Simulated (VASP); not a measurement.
Given:

```
KZnF3
1.0
    3.98798     0.00000     0.00000
    0.00000     3.98798     0.00000
    0.00000     0.00000     3.98798
K Zn F
1 1 3
Direct
  0.00000   0.00000   0.00000
  0.50000   0.50000   0.50000
  0.50000   0.00000   0.50000
  0.00000   0.50000   0.50000
  0.50000   0.50000   0.00000
```

Computed with revTPSS meta-GGA, VASP's PBE PAW potentials (set 64) (plane waves; VASP 6.6.1). Run with 520 eV cut-off, 6×6×6 Γ-centred mesh, Gaussian smearing of 0.050 eV, potentials K_sv Zn F.

Q: Predict the energy per atom (σ→0), pressure, band gap (on the k-mesh) with the smallest direct gap where there is one.

A: 
| Item | Value |
|---|---|
| band gap (on the k-mesh) | 4.08 eV |
| smallest direct gap (on the k-mesh) | 6.20 eV |
| energy per atom (σ→0) | -4.107 eV/atom |
| pressure | 5.74 GPa |

The absolute energy has meaning only against runs of the same code, potentials and settings.

The compound is KZnF3 in the cubic perovskite structure. This cell is one point of a volume scan, at 0.94 of the reference volume.
